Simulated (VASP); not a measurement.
# HfPb2 (P6/mmm) in VASP: equation of state

How stiff is HfPb2 in PBE, and what volume does it want? The cell is scaled to several volumes.

Program: VASP 6.6.1. These are calculated values, not measurements. Logs are shortened: lines on timing, memory, paths and dates and some standing lists are left out, and cuts for length are marked.

## Step 1: The crystal as given

The structure is hexagonal, space group P6/mmm (No. 191). The conventional cell has a = 5.482 Å, b = 5.482 Å, c = 3.096 Å, α = 90.00°, β = 90.00°, γ = 120.00°. Hf (site symmetry 6/mmm) has 2 Hf at 3.10 Å and 12 Pb at 3.52 Å as nearest neighbours. Around Pb (site symmetry -6m2) lie 5 Pb at 3.10 to 3.17 Å and 6 Hf at 3.52 Å.

The cell was built by a generator and needn't be a form met in nature.

## Step 2: Equation of state, PBE, 25.25 Å³/atom (volume scaled by 0.94)

Contents of INCAR:

```
ALGO = Normal
EDIFF = 1E-7
ENCUT = 520
GGA = PE
ISIF = 2
ISMEAR = -1
LASPH = True
LCHARG = False
LREAL = False
LWAVE = False
NBANDS = 26
NELM = 60
PREC = Accurate
SIGMA = 0.05
```

Contents of KPOINTS:

```
k-points
0
Gamma
  6 6 9
```

Contents of POSCAR:

```
HfPb2
1.0
    5.3702281900      0.0000000000      0.0000000000
   -2.6851140950      4.6507515808      0.0000000000
    0.0000000000      0.0000000000      3.0330532850
Hf Pb
1 2
Direct
    0.0000000000      0.0000000000      0.0000000000
    0.3333300000      0.6666700000      0.5000000000
    0.6666700000      0.3333300000      0.5000000000
```

Potentials or basis: VASP PAW PBE potentials, release 64 (Hf_pv, Pb_d).

The run is started by

```
cat potpaw_PBE.64/Hf_pv/POTCAR potpaw_PBE.64/Pb_d/POTCAR > POTCAR
mpirun -np 1 vasp_std > vasp.out
```

OUTCAR:

```text
EDIFF = 1E-7
   ENCUT = 520
   GGA = PE
   ISIF = 2
   ISMEAR = -1
   LASPH = True
   LREAL = False
   NELM = 60
   PREC = Accurate

 Found     65 irreducible k-points:

 Following reciprocal coordinates:
            Coordinates               Weight
  0.000000  0.000000  0.000000      1.000000
  0.166667  0.000000  0.000000      4.000000
 -0.166667  0.166667  0.000000      2.000000
  0.333333  0.000000  0.000000      4.000000
 -0.333333  0.333333  0.000000      2.000000
  0.500000  0.000000  0.000000      2.000000
   k-points           NKPTS =     65   k-points in BZ     NKDIM =     65   number of bands    NBANDS=     26
   number of dos      NEDOS =    301   number of ions     NIONS =      3
   total plane-waves  NPLWV =  38400
   dimension x,y,z NGX =    40 NGY =   40 NGZ =   24
   dimension x,y,z NGXF=    80 NGYF=   80 NGZF=   48
   ions per type =               1   2
   NGX,Y,Z   is equivalent  to a cutoff of  12.38, 12.38, 13.15 a.u.
   NGXF,Y,Z  is equivalent  to a cutoff of  24.77, 24.77, 26.31 a.u.
 SYSTEM =  unknown system
   PREC   = accura    normal or accurate (medium, high low for compatibility)
   ISTART =      0    job   : 0-new  1-cont  2-samecut
   ICHARG =      2    charge: 1-file 2-atom 10-const
   ISPIN  =      1    spin polarized calculation?
   LNONCOLLINEAR =      F non collinear calculations
   LSORBIT =      F    spin-orbit coupling
   LASPH  =      T    aspherical Exc in radial PAW
   ENCUT  =  520.0 eV  38.22 Ry    6.18 a.u.   9.99  9.99  5.64*2*pi/ulx,y,z
   NELM   =     60;   NELMIN=  2; NELMDL= -5     # of ELM steps
   EDIFF  = 0.1E-06   stopping-criterion for ELM
   LREAL  =      F    real-space projection
   EDIFFG = 0.1E-05   stopping-criterion for IOM
   NSW    =      0    number of steps for IOM
   IBRION =     -1    ionic relax: 0-MD 1-quasi-New 2-CG
   NFREE  =      0    steps in history (QN), initial steepest desc. (CG)
   ISIF   =      2    stress and relaxation
   ISYM   =      2    0-nonsym 1-usesym 2-fastsym
   POTIM  = 0.5000    time-step for ionic-motion
   TEBEG  =    0.0;   TEEND  =   0.0 temperature during run
   PSTRESS=    0.0 pullay stress
   NELECT =      38.0000    total number of electrons
   NUPDOWN=      -1.0000    fix difference up-down
   EMIN   =  10.00;   EMAX   =-10.00  energy-range for DOS
   EFERMI =   0.00;   METHOD = LEGACY
   ISMEAR =    -1;   SIGMA  =   0.05  broadening in eV -4-tet -1-fermi 0-gaus
   EFERMI_NEDOS =   21; number of points for ismear=-14 and -15
   IALGO  =     38    algorithm
   IMIX   =      4    mixing-type and parameters
     AMIX     =   0.40;   BMIX     =  1.00
     AMIX_MAG =   1.60;   BMIX_MAG =  1.00
  volume/ion in A,a.u.               =      25.25       170.40
  Fermi-wavevector in a.u.,A,eV,Ry     =   1.300781  2.458119 23.021469  1.692030
  Thomas-Fermi vector in A             =   2.431957
   LORBIT       =      0    0 simple, 1 ext, 2 COOP (PROOUT), +10 PAW based schemes
   GGA     = PE    functional components
   LHFCALC =     F    Hartree Fock is set to
   AEXX    =    0.0000 exact exchange contribution
   IVDW    =     0    specifies the selected vdW correction
   LEPSILON=     F    determine dielectric tensor
   LRPA    =     F    only Hartree local field effects (RPA)
 non-spin polarized calculation
  energy-cutoff  :      520.00
  volume of cell :       75.75
 maximum number of plane-waves:      2058
   NGX = 19   NGY = 19   NGZ = 11

 number of electron      38.0000012 magnetization

 Free energy of the ion-electron system (eV)
  ---------------------------------------------------
  ext. energy  EPLUGINS =         0.00000000
  ---------------------------------------------------
  free energy    TOTEN  =       -15.91902608 eV

  energy without entropy =      -15.90606678  energy(sigma->0) =      -15.91254643

 E-fermi :   7.6877     XC(G=0): -10.9722

 val. band max:        7.6465561044   @ k =   0.1667   0.1667   0.3333
 cond. band min:       7.7330617975   @ k =   0.3333   0.0000   0.2222
 fundamental gap:      0.0865056930
 Fermi energy:         7.6877382222

 k-point     1 :       0.0000    0.0000    0.0000
  band No.  band energies     occupation
      1     -23.7570      2.00000
      2     -23.7570      2.00000
      3     -23.1547      2.00000
      4      -9.7521      2.00000
      5      -9.5395      2.00000
      6      -9.2601      2.00000
[... 18 lines left out ...]
     25      11.5403      0.00000
     26      13.6362      0.00000

 k-point     2 :       0.1667    0.0000    0.0000
  band No.  band energies     occupation
      1     -23.7574      2.00000
      2     -23.7570      2.00000
      3     -23.1547      2.00000
      4      -9.7427      2.00000
      5      -9.5597      2.00000
      6      -9.3067      2.00000
[... 18 lines left out ...]
     25      12.0339      0.00000
     26      14.0936      0.00000

 k-point     3 :      -0.1667    0.1667    0.0000
  band No.  band energies     occupation
      1     -23.7574      2.00000
      2     -23.7570      2.00000
      3     -23.1547      2.00000
      4      -9.7427      2.00000
      5      -9.5597      2.00000
      6      -9.3068      2.00000
[... 18 lines left out ...]
     25      12.0340      0.00000
     26      14.0936      0.00000

 k-point     4 :       0.3333    0.0000    0.0000
  band No.  band energies     occupation
      1     -23.7583      2.00000
      2     -23.7571      2.00000
      3     -23.1547      2.00000
      4      -9.7173      2.00000
      5      -9.6066      2.00000
      6      -9.3681      2.00000
[... 18 lines left out ...]
     25      13.5562      0.00000
     26      14.5353      0.00000

 k-point     5 :      -0.3333    0.3333    0.0000
  band No.  band energies     occupation
      1     -23.7583      2.00000
      2     -23.7571      2.00000
      3     -23.1547      2.00000
      4      -9.7173      2.00000
      5      -9.6066      2.00000
      6      -9.3681      2.00000
[... 18 lines left out ...]
     25      13.5562      0.00000
     26      14.5354      0.00000

 k-point     6 :       0.5000    0.0000    0.0000
  band No.  band energies     occupation
      1     -23.7588      2.00000
      2     -23.7572      2.00000
      3     -23.1547      2.00000
      4      -9.6935      2.00000
      5      -9.6412      2.00000
      6      -9.3919      2.00000
[... 18 lines left out ...]
     25      13.4220      0.00000
     26      14.6915      0.00000

 [... further k-points ...]

------------------------ aborting loop because EDIFF is reached ----------------------------------------

  FORCE on cell =-STRESS in cart. coord.  units (eV):
  Direction    XX          YY          ZZ          XY          YZ          ZX
  --------------------------------------------------------------------------------------
  -------------------------------------------------------------------------------------
  Total        1.7591593      1.7595305      2.8493897      0.0003230      0.0000000      0.0000000
  in kB       37.2065872     37.2144369     60.2651875      0.0068321      0.0000000      0.0000000
  external PRESSURE =      44.8954039 kB  Pullay stress =       0.0000000 kB

 VOLUME and BASIS-vectors are now :
 -----------------------------------------------------------------------------
  energy-cutoff  :      520.00
  volume of cell :       75.75
      direct lattice vectors                 reciprocal lattice vectors
     5.370228190  0.000000000  0.000000000     0.186211827  0.107509505  0.000000000
    -2.685114095  4.650751581  0.000000000     0.000000000  0.215019010  0.000000000
     0.000000000  0.000000000  3.033053285     0.000000000  0.000000000  0.329700769

 POSITION                                       TOTAL-FORCE (eV/Angst)
 -----------------------------------------------------------------------------------
      0.00000      0.00000      0.00000         0.000000      0.000000      0.000000
     -0.00003      3.10052      1.51653         0.000273     -0.000158      0.000000
      2.68514      1.55024      1.51653        -0.000273      0.000158      0.000000
 -----------------------------------------------------------------------------------
    total drift:                                0.000000      0.000000      0.000000

  FREE ENERGIE OF THE ION-ELECTRON SYSTEM (eV)
  ---------------------------------------------------
  free  energy   TOTEN  =       -15.9190260765 eV

  energy  without entropy=      -15.9060667776  energy(sigma->0) =      -15.91254643
```

OSZICAR:

```text
N       E                     dE             d eps       ncg     rms          rms(c)
DAV:   1     0.379269911910E+03    0.37927E+03   -0.19313E+04  3380   0.172E+03
DAV:   2     0.128957306240E+02   -0.36637E+03   -0.35882E+03  3414   0.444E+02
DAV:   3    -0.155801014181E+02   -0.28476E+02   -0.27952E+02  4440   0.143E+02
DAV:   4    -0.165439017790E+02   -0.96380E+00   -0.96065E+00  4242   0.277E+01
DAV:   5    -0.165822312249E+02   -0.38329E-01   -0.38319E-01  4994   0.534E+00    0.286E+01
DAV:   6    -0.160202882467E+02    0.56194E+00   -0.15379E+00  3742   0.505E+00    0.185E+01
DAV:   7    -0.159221165938E+02    0.98172E-01   -0.55352E-01  4342   0.633E+00    0.233E+00
DAV:   8    -0.159210704417E+02    0.10462E-02   -0.29896E-02  4386   0.151E+00    0.109E+00
DAV:   9    -0.159192190774E+02    0.18514E-02   -0.99830E-03  3882   0.107E+00    0.528E-01
DAV:  10    -0.159190249289E+02    0.19415E-03   -0.89893E-04  4078   0.274E-01    0.865E-02
DAV:  11    -0.159190272922E+02   -0.23633E-05   -0.50765E-05  4966   0.557E-02    0.233E-02
DAV:  12    -0.159190264462E+02    0.84601E-06   -0.19266E-06  4178   0.902E-03    0.166E-02
DAV:  13    -0.159190260680E+02    0.37818E-06   -0.24986E-07  3248   0.269E-03    0.178E-03
DAV:  14    -0.159190260765E+02   -0.84838E-08   -0.27406E-08  2006   0.145E-03
   1 F= -.15919026E+02 E0= -.15912546E+02  d E =-.129593E-01
```

Wall time 49 s (1 thread of Intel Xeon 6975P-C (Granite Rapids), shared host); peak memory 0.26 GiB.

What came out:

```yaml
Free_energy: -15.9190 eV
Pressure: 4.5 GPa
Band_gap_on_the_k_mesh: none (metal or under the smearing width)
```

## Step 3: Equation of state, PBE, 25.79 Å³/atom (volume scaled by 0.96)

Contents of INCAR:

```
ALGO = Normal ; EDIFF = 1E-7
ENCUT = 520 ; GGA = PE
ISIF = 2 ; ISMEAR = -1
LASPH = True ; LCHARG = False
LREAL = False ; LWAVE = False
NBANDS = 26 ; NELM = 80
PREC = Accurate ; SIGMA = 0.05
```

KPOINTS is that of step 2.

Contents of POSCAR:

```
HfPb2
1.0
    5.4080479445      0.0000000000      0.0000000000
   -2.7040239722      4.6835044316      0.0000000000
    0.0000000000      0.0000000000      3.0544135189
Hf Pb
1 2
Direct
    0.0000000000      0.0000000000      0.0000000000
    0.3333300000      0.6666700000      0.5000000000
    0.6666700000      0.3333300000      0.5000000000
```

Potentials or basis: VASP PAW PBE potentials, release 64 (Hf_pv, Pb_d).

The run is started by

```
cat potpaw_PBE.64/Hf_pv/POTCAR potpaw_PBE.64/Pb_d/POTCAR > POTCAR
mpirun -np 1 vasp_std > vasp.out
```

Run time: 51 s. Hardware: 1 thread of Intel Xeon 6975P-C (Granite Rapids), shared host; peak memory 0.26 GiB.

It converged, with:

| Property | Result |
| --- | --- |
| Free energy | -15.9562 eV |
| Pressure | 2.8 GPa |
| Band gap on the k mesh | none (metal or under the smearing width) |

## Step 4: Equation of state, PBE, 26.33 Å³/atom (volume scaled by 0.98)

Contents of INCAR:

```
SYSTEM = HfPb2
ALGO = Normal
EDIFF = 1E-7
ENCUT = 520
GGA = PE
ISIF = 2
ISMEAR = -1
LASPH = .TRUE.
LCHARG = .FALSE.
LREAL = .FALSE.
LWAVE = .FALSE.
NBANDS = 26
NELM = 60
PREC = Accurate
SIGMA = 0.05
```

Contents of KPOINTS:

```
k-points
0
G
  6 6 9
  0 0 0
```

Contents of POSCAR:

```
HfPb2
1.0
    5.4453460055      0.0000000000      0.0000000000
   -2.7226730027      4.7158054829      0.0000000000
    0.0000000000      0.0000000000      3.0754791054
Hf Pb
1 2
Direct
    0.0000000000      0.0000000000      0.0000000000
    0.3333300000      0.6666700000      0.5000000000
    0.6666700000      0.3333300000      0.5000000000
```

The run is started by

```
cat potpaw_PBE.64/Hf_pv/POTCAR potpaw_PBE.64/Pb_d/POTCAR > POTCAR
mpirun -np 1 vasp_std > vasp.out
```

Run time: 51 s. Hardware: 1 thread of Intel Xeon 6975P-C (Granite Rapids), shared host; peak memory 0.26 GiB.

The run converged. Its results:

```yaml
Free_energy: -15.9772 eV
Pressure: 1.3 GPa
Band_gap_on_the_k_mesh: none (metal or under the smearing width)
```

## Step 5: Equation of state, PBE, 27.40 Å³/atom (volume scaled by 1.02)

Contents of INCAR:

```
PREC = Accurate
ENCUT = 520
EDIFF = 1E-7
ISMEAR = -1
SIGMA = 0.05
LREAL = F
LASPH = T
NELM = 80
ALGO = Normal
ISIF = 2
LWAVE = F
LCHARG = F
GGA = PE
NBANDS = 26
```

Contents of KPOINTS:

```
regular mesh
0
Gamma
  6 6 9
```

Contents of POSCAR:

```
HfPb2
1.0
    5.5184466210      0.0000000000      0.0000000000
   -2.7592233105      4.7791124395      0.0000000000
    0.0000000000      0.0000000000      3.1167656307
Hf Pb
1 2
Direct
    0.0000000000      0.0000000000      0.0000000000
    0.3333300000      0.6666700000      0.5000000000
    0.6666700000      0.3333300000      0.5000000000
```

The run is started by

```
cat potpaw_PBE.64/Hf_pv/POTCAR potpaw_PBE.64/Pb_d/POTCAR > POTCAR
mpirun -np 1 vasp_std > vasp.out
```

Wall time 63 s (1 thread of Intel Xeon 6975P-C (Granite Rapids), shared host); peak memory 0.27 GiB.

It converged, with:

- Free energy: -15.9775 eV
- Pressure: -1.3 GPa
- Band gap on the k mesh: none (metal or under the smearing width)

## Step 6: Equation of state, PBE, 27.94 Å³/atom (volume scaled by 1.04)

Contents of INCAR:

```
SYSTEM = HfPb2
PREC = Accurate
ENCUT = 520
EDIFF = 1E-7
ISMEAR = -1
SIGMA = 0.05
LREAL = .False.
LASPH = .True.
NELM = 100
ALGO = Normal
ISIF = 2
LWAVE = .False.
LCHARG = .False.
GGA = PE
NBANDS = 26
```

Contents of KPOINTS:

```
Automatic mesh
0
Gamma
  6 6 9
  0 0 0
```

Contents of POSCAR:

```
HfPb2
1.0
    5.5542816941      0.0000000000      0.0000000000
   -2.7771408470      4.8101465067      0.0000000000
    0.0000000000      0.0000000000      3.1370049357
Hf Pb
1 2
Direct
    0.0000000000      0.0000000000      0.0000000000
    0.3333300000      0.6666700000      0.5000000000
    0.6666700000      0.3333300000      0.5000000000
```

Potentials or basis: VASP PAW PBE potentials, release 64 (Hf_pv, Pb_d).

The run is started by

```
cat potpaw_PBE.64/Hf_pv/POTCAR potpaw_PBE.64/Pb_d/POTCAR > POTCAR
mpirun -np 1 vasp_std > vasp.out
```

It took 64 s on 1 thread of Intel Xeon 6975P-C (Granite Rapids), shared host; peak memory 0.28 GiB.

It converged, with:

```yaml
Free_energy: -15.9596 eV
Pressure: -2.4 GPa
Band_gap_on_the_k_mesh: none (metal or under the smearing width)
```

## Step 7: Equation of state, PBE, 28.47 Å³/atom (volume scaled by 1.06)

Contents of INCAR:

```
SYSTEM = HfPb2
PREC     = Accurate       ! precision mode
ENCUT    = 520            ! plane-wave cutoff, eV
EDIFF    = 1E-7           ! SCF threshold, eV
ISMEAR   = -1             ! smearing method
SIGMA    = 0.05           ! smearing width, eV
LREAL    = .FALSE.        ! projectors in reciprocal space
LASPH    = .TRUE.         ! aspherical terms in the spheres
NELM     = 100            ! most SCF steps
ALGO     = Normal         ! electronic algorithm
ISIF     = 2              ! what is computed and relaxed
LWAVE    = .FALSE.        ! write WAVECAR
LCHARG   = .FALSE.        ! write CHGCAR
GGA      = PE             ! functional
NBANDS   = 26             ! bands
```

Contents of KPOINTS:

```
Automatic mesh
0
G
  6 6 9
  0 0 0
```

Contents of POSCAR:

```
HfPb2
1.0
    5.5896602383      0.0000000000      0.0000000000
   -2.7948301192      4.8407852086      0.0000000000
    0.0000000000      0.0000000000      3.1569863976
Hf Pb
1 2
Direct
    0.0000000000      0.0000000000      0.0000000000
    0.3333300000      0.6666700000      0.5000000000
    0.6666700000      0.3333300000      0.5000000000
```

The run is started by

```
cat potpaw_PBE.64/Hf_pv/POTCAR potpaw_PBE.64/Pb_d/POTCAR > POTCAR
mpirun -np 1 vasp_std > vasp.out
```

Run time: 64 s. Hardware: 1 thread of Intel Xeon 6975P-C (Granite Rapids), shared host; peak memory 0.28 GiB.

It converged, with:

```yaml
Free_energy: -15.9315 eV
Pressure: -3.3 GPa
Band_gap_on_the_k_mesh: none (metal or under the smearing width)
```

## Step 8: Equation of state, PBE

Potentials or basis: VASP PAW PBE potentials, release 64 (Hf_pv, Pb_d).

This step only gathers the single runs of the series.

Results:

```
Equilibrium volume                        : 26.86 Å³/atom
Bulk modulus at fixed shape and positions : 64 GPa
Pressure derivative of the bulk modulus   : 4.7
```

Energy against volume, from the lowest point:
| volume (Å³/atom) | energy (meV/atom) |
| --- | --- |
| 25.251 | 21.59 |
| 25.788 | 9.19 |
| 26.325 | 2.19 |
| 26.863 | 0.00 |
| 27.400 | 2.11 |
| 27.937 | 8.05 |
| 28.474 | 17.41 |

Caveat: the cell was scaled at fixed shape and fractional positions, which overstates the stiffness of a crystal with free parameters, most of all of layers and chains. The run has no spin-orbit coupling, so splittings on Hf, Pb are missing.
